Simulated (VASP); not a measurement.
Runs of VASP 6.6.1 on Zr2F. It takes space group Fm-3m (No. 225, cubic). The conventional cell has a = 6.081 Å, b = 6.081 Å, c = 6.081 Å, α = 90.00°, β = 90.00°, γ = 90.00°. Zr (site symmetry -43m) has 4 F at 2.63 Å as nearest neighbours. F (site symmetry m-3m) has 8 Zr at 2.63 Å as nearest neighbours. The cell was built by a generator and needn't be a form met in nature.

| task | level | potentials or basis | spin | cell | cutoff (eV) | smearing | gap on the mesh (eV) | pressure (GPa) | relaxed volume (Å³/atom) |
| --- | --- | --- | --- | --- | --- | --- | --- | --- | --- |
| single point | PBE | VASP PAW PBE potentials, release 64 (Zr_sv, F) | off | as given | 520 | fermi-dirac 0.05 eV | none | -0.2 | - |
| relaxation of cell and atoms | PBEsol | VASP PAW PBE potentials, release 64 (Zr_sv, F) | off | relaxed | 600 | gaussian 0.05 eV | none | 0.0 | 17.75 |
| relaxation of cell and atoms | PBE | VASP PAW PBE potentials, release 64 (Zr_sv, F) | off | relaxed | 600 | gaussian 0.05 eV | none | 0.1 | 18.67 |
| electron localisation function | r2SCAN | VASP PAW PBE potentials, release 64 (Zr_sv, F_s) | collinear, zero start | as given | 400 | gaussian 0.01 eV | none | (a) | - |

Alike in all rows: k mesh 8 × 8 × 8.

Estimate the missing entries.

(a) -2.4.

Caveats: an odd number of electrons without spin polarisation forces a metal (some runs); a magnetic or distorted state may lie lower (some runs); the PAW data sets were made with another functional, which shifts forces and pressure a little (some runs).

A k mesh can miss the band edges, and the runs leave out spin-orbit coupling on Zr.

A gap of «none» marks a metal or a gap under the smearing width.

Not every run made on this cell is shown here.
